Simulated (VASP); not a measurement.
```
PbSe
1.0
    0.00000     3.13583     3.13583
    3.13583     0.00000     3.13583
    3.13583     3.13583     0.00000
Pb Se
1 1
Cartesian
  0.00000   0.00000   0.00000
  3.13583   3.13583   3.13583
```

Calculation: revPBE GGA, VASP's PBE PAW potentials (set 64) (plane waves; VASP 6.6.1). Numerical set-up: 520 eV cut-off, Gaussian smearing of 0.050 eV, potentials Pb_d Se.

Unless said otherwise, spin-orbit coupling is left out, though it shifts the bands of the heavy elements here.

Question: Predict the band gap (along the path) with the smallest direct gap where there is one.

Answer: 
| Quantity | Value |
|---|---|
| band gap (along the path) | 0.58 eV |
| smallest direct gap (along the path) | 0.58 eV |

The absolute energy has meaning only against runs of the same code, potentials and settings.

The compound is PbSe in the rock salt structure. It was relaxed first, which changed the volume by +8 %.
